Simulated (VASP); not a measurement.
Wanted: the native input for a VASP 6.6.1 run.

- Task: single point
- Functional: PBE
- Potentials or basis: VASP PAW PBE potentials, release 64 (Ca_sv, Zr_sv)
- Cutoff: 520 eV
- k mesh: 14 × 14 × 14
- Occupations: gaussian, width 0.1 eV
- Spin: no spin polarisation
- Dipole correction: no
- Further INCAR settings: ALGO = Fast; EDIFF = 1e-06; NBANDS = 18

The structure of CaZr lies in POSCAR:

```
CaZr
1.0
    3.8659109527      0.0000000000      0.0000000000
    0.0000000000      3.8659109527      0.0000000000
    0.0000000000      0.0000000000      3.8659109527
Ca Zr
1 1
Direct
    0.5000000000      0.5000000000      0.5000000000
    0.0000000000      0.0000000000      0.0000000000
```

The cell was built by a generator and needn't be a form met in nature.

The cell isn't the ideal one: species swapped into the TmMg type (Pm-3m, No. 221).

The input as run:

INCAR

```
PREC = Accurate ; ENCUT = 520
EDIFF = 1E-6 ; ISMEAR = 0
SIGMA = 0.1 ; LREAL = False
LASPH = True ; NELM = 100
ALGO = Fast ; ISIF = 2
LWAVE = False ; LCHARG = False
GGA = PE ; NBANDS = 18
```

KPOINTS

```
regular mesh
0
Gamma
  14 14 14
```

Potentials or basis: VASP PAW PBE potentials, release 64 (Ca_sv, Zr_sv).

The run is started by

```sh
$ cat potpaw_PBE.64/Ca_sv/POTCAR potpaw_PBE.64/Zr_sv/POTCAR > POTCAR
$ mpirun -np 1 vasp_std > vasp.out
```

Results of the run:

```
Pressure               : 0.0 GPa
Band gap on the k mesh : none (metal or under the smearing width)
```

Run time: 4.7 min on 1 thread of Intel(R) Xeon(R) Platinum 8375C CPU @ 2.90GHz (Ice Lake), on a shared host, peak memory 0.26 GiB.
